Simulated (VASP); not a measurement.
Here is the system:

```
CELL_PARAMETERS angstrom
     -4.16026     4.16026     3.44972
      4.16026    -4.16026     3.44972
      4.16026     4.16026    -3.44972
ATOMIC_POSITIONS crystal
  Sr 0.50000 0.50000 0.00000
  In 0.25000 0.75000 0.50000
  In 0.75000 0.25000 0.50000
  Te 0.83518 0.29282 0.12800
  Te 0.16482 0.70718 0.87200
  Te 0.29282 0.16482 0.45764
  Te 0.70718 0.83518 0.54236
```

Level of theory: LDA (Ceperley-Alder, Perdew-Zunger), VASP's LDA PAW potentials (set 64) (plane waves; VASP). Settings: 400 eV cut-off, Gaussian smearing of 0.050 eV, potentials Sr_sv In_d Te.

Unless said otherwise, spin-orbit coupling is left out, though it shifts the bands of the heavy elements here.

Problem. Give the energies of bands 22 to 35 at the high-symmetry points, in eV from the valence-band maximum.

Solution. 
```csv
band,Γ,X,M,Z,P,N
22,-3.29,-3.07,-2.05,-2.23,-3.07,-2.88
23,-3.29,-3.00,-1.93,-2.17,-2.01,-2.02
24,-3.01,-2.37,-1.67,-2.17,-2.01,-1.90
25,-3.01,-1.59,-1.67,-1.71,-1.65,-1.56
26,-1.84,-1.34,-1.19,-0.87,-1.32,-1.44
27,-0.68,-1.12,-1.19,-0.87,-1.12,-1.33
28,-0.36,-1.10,-0.82,-0.69,-1.12,-1.33
29,-0.36,-0.68,-0.82,-0.68,-0.88,-0.93
30,0.00,-0.53,-0.69,-0.68,-0.83,-0.31
31,1.50,1.86,0.69,1.05,2.01,1.48
32,3.10,2.21,2.61,2.39,2.01,1.96
33,3.21,2.61,2.66,2.70,2.52,2.60
34,3.23,2.88,3.17,2.71,2.71,3.18
35,3.60,3.49,3.19,2.71,3.90,3.27
```

The gap is indirect, 0.69 eV, from the valence maximum at Γ to the conduction minimum at M.

The structure comes from a computed database's In2SrTe4 entry (I4/m); how it stands against other phases isn't given here. It was relaxed first, which changed the volume by -15 %.
